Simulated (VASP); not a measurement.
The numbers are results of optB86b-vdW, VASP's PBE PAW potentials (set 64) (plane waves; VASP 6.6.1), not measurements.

The input files of a VASP run:

File POSCAR:
```
Cd
1.0
  1.4713910830  -2.5485244113   0.0000000000
  1.4713910830   2.5485244113   0.0000000000
  0.0000000000   0.0000000000   5.4518015155
Cd
2
direct
  0.3333330000   0.6666670000   0.2500000000
  0.6666670000   0.3333330000   0.7500000000
```

### KPOINTS
```
Automatic mesh
0
Gamma
14 14 7
0 0 0
```

### INCAR
```
AGGAC  =  0.0
ALGO  =  Normal
EDIFF  =  1E-7
EDIFFG  =  -0.01
ENCUT  =  520
GGA  =  MK
IBRION  =  2
ISIF  =  4
ISMEAR  =  1
LASPH  =  T
LCHARG  =  F
LMAXMIX  =  4
LREAL  =  F
LUSE_VDW  =  T
LWAVE  =  F
NELM  =  100
NSW  =  30
PARAM1  =  0.1234
PARAM2  =  1.0
PREC  =  Accurate
SIGMA  =  0.1
SYSTEM  =  Cd
```

POTCAR, in this order: Cd (PBE.64 set). Program: vasp_std.

The run wrote:

**OSZICAR**
```
...
DAV:   5     0.467016339835E+01   -0.10590E-04   -0.10590E-04  3864   0.936E-02    0.513E+00
DAV:   6     0.480323769508E+01    0.13307E+00   -0.36649E-01  3264   0.812E+00    0.394E+00
DAV:   7     0.481275626705E+01    0.95186E-02   -0.38368E-02  3536   0.207E+00    0.181E+00
DAV:   8     0.481336603161E+01    0.60976E-03   -0.41273E-03  3456   0.928E-01    0.104E-01
DAV:   9     0.481333380048E+01   -0.32231E-04   -0.22386E-05  3976   0.585E-02    0.411E-02
DAV:  10     0.481328885137E+01   -0.44949E-04   -0.44437E-05  3432   0.670E-02    0.417E-03
DAV:  11     0.481328890766E+01    0.56291E-07   -0.72704E-08  3056   0.306E-03
   1 F= 0.48132889E+01 E0= 0.48134498E+01  d E =0.481329E+01
       N       E                     dE             d eps       ncg     rms          rms(c)
DAV:   1     0.478198963563E+01   -0.31299E-01   -0.12369E+00  3280   0.103E+01    0.800E-01
DAV:   2     0.480014025503E+01    0.18151E-01   -0.11039E-02  3232   0.148E+00    0.458E-01
DAV:   3     0.480855788572E+01    0.84176E-02   -0.15109E-02  3400   0.125E+00    0.133E-01
DAV:   4     0.480844048996E+01   -0.11740E-03   -0.12499E-03  3336   0.496E-01    0.112E-01
DAV:   5     0.480844335709E+01    0.28671E-05   -0.34191E-06  3664   0.267E-02    0.432E-02
DAV:   6     0.480844436403E+01    0.10069E-05   -0.32207E-06  3400   0.157E-02    0.241E-02
DAV:   7     0.480844448158E+01    0.11755E-06   -0.11956E-07  2016   0.406E-03    0.185E-02
DAV:   8     0.480844469276E+01    0.21118E-06   -0.28931E-07  2688   0.431E-03    0.528E-03
DAV:   9     0.480844473129E+01    0.38527E-07   -0.93954E-08  1960   0.273E-03
   2 F= 0.48084447E+01 E0= 0.48082802E+01  d E =-.484418E-02
       N       E                     dE             d eps       ncg     rms          rms(c)
DAV:   1     0.477869896893E+01   -0.29746E-01   -0.12527E+00  3248   0.103E+01    0.805E-01
DAV:   2     0.479684144631E+01    0.18142E-01   -0.10897E-02  3216   0.150E+00    0.462E-01
DAV:   3     0.480551561776E+01    0.86742E-02   -0.15452E-02  3312   0.129E+00    0.134E-01
DAV:   4     0.480538752590E+01   -0.12809E-03   -0.13427E-03  3344   0.516E-01    0.116E-01
DAV:   5     0.480538828398E+01    0.75808E-06   -0.32124E-06  3584   0.259E-02    0.506E-02
DAV:   6     0.480538881384E+01    0.52985E-06   -0.46602E-06  3312   0.150E-02    0.314E-02
DAV:   7     0.480538901950E+01    0.20567E-06   -0.16887E-07  2408   0.457E-03    0.232E-02
DAV:   8     0.480538933894E+01    0.31944E-06   -0.43873E-07  2784   0.526E-03    0.676E-03
DAV:   9     0.480538939455E+01    0.55604E-07   -0.10763E-07  2072   0.288E-03
   3 F= 0.48053894E+01 E0= 0.48052881E+01  d E =-.789951E-02
       N       E                     dE             d eps       ncg     rms          rms(c)
DAV:   1     0.469893564907E+01   -0.10645E+00   -0.50387E+00  3272   0.208E+01    0.159E+00
DAV:   2     0.476751422445E+01    0.68579E-01   -0.41379E-02  3232   0.292E+00    0.919E-01
DAV:   3     0.480074693466E+01    0.33233E-01   -0.55937E-02  3280   0.250E+00    0.257E-01
DAV:   4     0.480025009026E+01   -0.49684E-03   -0.50401E-03  3384   0.998E-01    0.213E-01
DAV:   5     0.480025053851E+01    0.44825E-06   -0.14995E-05  3496   0.428E-02    0.642E-02
DAV:   6     0.480025379789E+01    0.32594E-05   -0.28238E-06  3440   0.267E-02    0.334E-02
DAV:   7     0.480025422219E+01    0.42430E-06   -0.84336E-07  3464   0.113E-02    0.203E-02
DAV:   8     0.480025458447E+01    0.36228E-06   -0.58805E-07  3176   0.581E-03    0.115E-03
DAV:   9     0.480025459552E+01    0.11047E-07   -0.22640E-08  1632   0.158E-03
   4 F= 0.48002546E+01 E0= 0.48000361E+01  d E =-.130343E-01
       N       E                     dE             d eps       ncg     rms          rms(c)
DAV:   1     0.441024072563E+01   -0.39001E+00   -0.20399E+01  3256   0.421E+01    0.323E+00
DAV:   2     0.467469084992E+01    0.26445E+00   -0.16844E-01  3264   0.579E+00    0.186E+00
DAV:   3     0.480780453750E+01    0.13311E+00   -0.19726E-01  3312   0.488E+00    0.494E-01
DAV:   4     0.480586707409E+01   -0.19375E-02   -0.19251E-02  3352   0.192E+00    0.375E-01
DAV:   5     0.480585262179E+01   -0.14452E-04   -0.45803E-05  3488   0.850E-02    0.651E-02
DAV:   6     0.480587190079E+01    0.19279E-04   -0.21662E-05  3432   0.634E-02    0.224E-02
DAV:   7     0.480587193154E+01    0.30751E-07   -0.47760E-06  3440   0.309E-02    0.600E-03
DAV:   8     0.480587205497E+01    0.12343E-06   -0.46677E-08  2016   0.191E-03    0.121E-03
DAV:   9     0.480587206978E+01    0.14810E-07   -0.89443E-09  1688   0.987E-04
   5 F= 0.48058721E+01 E0= 0.48058600E+01  d E =-.741684E-02
       N       E                     dE             d eps       ncg     rms          rms(c)
DAV:   1     0.474878955774E+01   -0.57082E-01   -0.27241E+00  3208   0.153E+01    0.117E+00
DAV:   2     0.478553902630E+01    0.36749E-01   -0.22834E-02  3208   0.222E+00    0.686E-01
DAV:   3     0.480386182502E+01    0.18323E-01   -0.31241E-02  3304   0.192E+00    0.196E-01
DAV:   4     0.480358160714E+01   -0.28022E-03   -0.29384E-03  3312   0.780E-01    0.165E-01
DAV:   5     0.480357534966E+01   -0.62575E-05   -0.84110E-06  3592   0.508E-02    0.729E-02
DAV:   6     0.480357784111E+01    0.24915E-05   -0.14340E-05  3288   0.347E-02    0.493E-02
DAV:   7     0.480357836154E+01    0.52042E-06   -0.82785E-07  3392   0.113E-02    0.321E-02
DAV:   8     0.480357862436E+01    0.26282E-06   -0.65336E-07  3184   0.612E-03    0.104E-02
DAV:   9     0.480357859886E+01   -0.25498E-07   -0.19942E-07  2488   0.435E-03
   6 F= 0.48035786E+01 E0= 0.48035572E+01  d E =-.971031E-02
       N       E                     dE             d eps       ncg     rms          rms(c)
DAV:   1     0.472438401216E+01   -0.79195E-01   -0.38079E+00  3224   0.180E+01    0.138E+00
DAV:   2     0.477567537545E+01    0.51291E-01   -0.32796E-02  3232   0.258E+00    0.805E-01
DAV:   3     0.480091914336E+01    0.25244E-01   -0.43856E-02  3328   0.221E+00    0.232E-01
DAV:   4     0.480055154446E+01   -0.36760E-03   -0.38521E-03  3304   0.885E-01    0.192E-01
DAV:   5     0.480054516821E+01   -0.63763E-05   -0.12161E-05  3616   0.613E-02    0.828E-02
DAV:   6     0.480054876437E+01    0.35962E-05   -0.18636E-05  3280   0.388E-02    0.527E-02
DAV:   7     0.480054941702E+01    0.65265E-06   -0.94664E-07  3392   0.120E-02    0.356E-02
DAV:   8     0.480054978638E+01    0.36936E-06   -0.99478E-07  3368   0.756E-03    0.892E-03
DAV:   9     0.480054975906E+01   -0.27326E-07   -0.21953E-07  2512   0.484E-03
   7 F= 0.48005498E+01 E0= 0.48004692E+01  d E =-.127391E-01
       N       E                     dE             d eps       ncg     rms          rms(c)
DAV:   1     0.479386715049E+01   -0.66826E-02   -0.30303E-01  3184   0.508E+00    0.392E-01
DAV:   2     0.479808166126E+01    0.42145E-02   -0.25871E-03  3208   0.766E-01    0.228E-01
DAV:   3     0.480017002449E+01    0.20884E-02   -0.36894E-03  3328   0.650E-01    0.663E-02
DAV:   4     0.480013840758E+01   -0.31617E-04   -0.33861E-04  3272   0.262E-01    0.595E-02
DAV:   5     0.480013781747E+01   -0.59011E-06   -0.85026E-07  3624   0.153E-02    0.310E-02
DAV:   6     0.480013826867E+01    0.45120E-06   -0.29400E-06  3272   0.127E-02    0.240E-02
DAV:   7     0.480013836382E+01    0.95154E-07   -0.14971E-07  2224   0.464E-03
   8 F= 0.48001384E+01 E0= 0.47999966E+01  d E =-.131505E-01
       N       E                     dE             d eps       ncg     rms          rms(c)
DAV:   1     0.479990800244E+01   -0.23027E-03   -0.10594E-02  3216   0.951E-01    0.749E-02
DAV:   2     0.480005974805E+01    0.15175E-03   -0.90795E-05  3184   0.144E-01    0.436E-02
DAV:   3     0.480013422945E+01    0.74481E-04   -0.13315E-04  3312   0.123E-01    0.125E-02
DAV:   4     0.480013315023E+01   -0.10792E-05   -0.12163E-05  3304   0.499E-02    0.111E-02
DAV:   5     0.480013310951E+01   -0.40719E-07   -0.26810E-08  2152   0.274E-03
   9 F= 0.48001331E+01 E0= 0.47999766E+01  d E =-.131558E-01
```

### OUTCAR
```
------------------------ aborting loop because EDIFF is reached ----------------------------------------
  FORCE on cell =-STRESS in cart. coord.  units (eV):
  Direction    XX          YY          ZZ          XY          YZ          ZX
  --------------------------------------------------------------------------------------
  Total        0.8793068      0.8793070      0.8671285      0.0000000     -0.0000000      0.0000000
  in kB       34.4559364     34.4559465     33.9787271      0.0000000     -0.0000000      0.0000000
  external PRESSURE =      34.2968700 kB  Pullay stress =       0.0000000 kB
  volume of cell :       40.89
      direct lattice vectors                 reciprocal lattice vectors
     1.501149168 -2.600067010  0.000000000     0.333078158 -0.192302736  0.000000000
     1.501149168  2.600067010  0.000000000     0.333078158  0.192302736  0.000000000
     0.000000000  0.000000000  5.237795796    -0.000000000  0.000000000  0.190920005
 POSITION                                       TOTAL-FORCE (eV/Angst)
 -----------------------------------------------------------------------------------
      1.50115      0.86669      1.30945        -0.000000      0.000000     -0.000000
      1.50115     -0.86669      3.92835         0.000000     -0.000000      0.000000
 -----------------------------------------------------------------------------------
    total drift:                               -0.000000      0.000191      0.000002
  FREE ENERGIE OF THE ION-ELECTRON SYSTEM (eV)
  ---------------------------------------------------
  free  energy   TOTEN  =         4.8001331095 eV

  energy  without entropy=        4.7996636603  energy(sigma->0) =        4.79997663

 reached required accuracy - stopping structural energy minimisation
```
(Selected blocks of OUTCAR.)

### CONTCAR
```
Cd
   1.00000000000000
     1.5011491682982760   -2.6000670103922716    0.0000000000000000
     1.5011491682982760    2.6000670103922716    0.0000000000000000
     0.0000000000000000    0.0000000000000000    5.2377957957527812
  Cd
     2
Direct
     0.3333330000000032    0.6666669999999968    0.2500000000000000
     0.6666669999999968    0.3333330000000032    0.7500000000000000
```

The compound is Cd in the hcp structure. This cell is one point of a volume scan, at 0.94 of the reference volume. Symmetry was kept, so distortions that lower it aren't found.
